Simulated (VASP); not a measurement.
## GePbS2: single point with PBE

Crystal: GePbS2.

```xyz
4
Lattice="1.7796 3.0823 0.0000 -1.7796 3.0823 0.0000 0.0000 0.0000 6.6496" Properties=species:S:1:pos:R:3 pbc="T T T"
Pb    0.0000    0.0000    0.0000
Ge    0.0000    0.0000    3.3248
S     0.0000    2.0549    1.8974
S     0.0000    4.1098    4.7522
```

The cell was built by a generator and needn't be a form met in nature.

```yaml
Program: VASP 6.6.1
Task: single point
Functional: PBE
Potentials_or_basis: VASP PAW PBE potentials, release 64 (Pb_d, Ge_d, S)
Cutoff: 520 eV
k_mesh: 9 × 9 × 5
Occupations: fermi-dirac, width 0.1 eV
Spin: no spin polarisation
Dipole_correction: no
Further_INCAR_settings: ALGO = Normal; EDIFF = 1e-06; NBANDS = 28
```

```yaml
Pressure: 23.4 GPa
Largest_force: 0.014 eV/Å
Band_gap_on_the_k_mesh: none (metal or under the smearing width)
```

Forces in eV/Å, atoms in the order of the input:
```
Pb   0.000  0.000  0.000
Ge   0.000  0.000  0.000
S    0.000  0.000  0.014
S    0.000  0.000 -0.014
```

Stress tensor (GPa, compression positive):
```
20.25  0.00  0.00
 0.00 20.25  0.00
 0.00  0.00 29.55
```

Levels at points of the mesh, in eV from the Fermi level:
```csv
k point,band 18,band 19,band 20,band 21,band 22,band 23
"(0.00, 0.00, 0.00)",-2.68,-2.68,0.39,1.23,2.48,2.48
```

It took 100 s on 1 thread of Intel(R) Xeon(R) Platinum 8488C (Sapphire Rapids), on a shared host, peak memory 0.25 GiB.

Caveat: so large a pressure means that the cell lies far from this level's equilibrium, or that cutoff or potentials fall short. Spin-orbit coupling is left out, which matters for the levels of Pb.
